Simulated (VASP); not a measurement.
BaBiB4:

```xyz
6
Lattice="3.0695 0.0000 0.0000 -1.5348 2.6583 0.0000 0.0000 0.0000 7.1359" Properties=species:S:1:pos:R:3 pbc="T T T"
Ba    0.0000    0.0000    3.5679
B     0.0000    1.7722    5.5516
B     1.5348    0.8861    5.5516
B     0.0000    1.7722    1.5843
B     1.5348    0.8861    1.5843
Bi    0.0000    0.0000    0.0000
```

The cell was built by a generator and needn't be a form met in nature.

- Program: VASP 6.6.1
- Task: relaxation of cell and atoms
- Functional: PBE
- Potentials or basis: VASP PAW PBE potentials, release 64 (Ba_sv, B, Bi_d)
- Cutoff: 600 eV
- k mesh: 6 × 6 × 4
- Occupations: gaussian, width 0.1 eV
- Spin: no spin polarisation

At the start: pressure 103.1 GPa; volume 9.70 Å³/atom.

How do energy, volume and symmetry change on relaxing?

Over 12 steps the energy falls by 1336.6 meV/atom and the volume is 14.48 Å³/atom (+49.3 %); space group P6/mmm (No. 191, to 0.05 Å).

The path:
```csv
step,energy change (eV),largest force (eV/Å),pressure (GPa),volume (Å³)
1,0.0000,1.6362,103.12,58.23
2,-4.1938,0.0443,-19.48,127.54
3,-7.6148,0.2821,-2.04,89.09
4,-7.6128,0.2710,-2.85,89.80
5,-7.9371,0.2246,-1.40,88.14
6,-8.0008,0.1795,0.49,86.77
7,-8.0036,0.1878,0.08,87.03
8,-8.0036,0.1856,0.17,86.97
9,-8.0099,0.1416,-0.07,87.11
10,-8.0176,0.0213,-0.74,87.52
11,-8.0176,0.0179,0.85,86.29
12,-8.0194,0.0026,0.04,86.91
```

Final structure:
```
CELL_PARAMETERS angstrom
3.29693 0.00000 0.00000
-1.64847 2.85523 0.00000
0.00000 0.00000 9.23231
ATOMIC_POSITIONS crystal
Ba 0.00000 0.00000 0.50000
B 0.33333 0.66667 0.76368
B 0.66667 0.33333 0.76368
B 0.33333 0.66667 0.23632
B 0.66667 0.33333 0.23632
Bi 0.00000 0.00000 0.00000
```

Caveat: the k mesh is coarse (spacing up to 0.39 Å⁻¹), so the values aren't converged; the volume moved by over 15 % at a fixed basis, so the end points are rough.
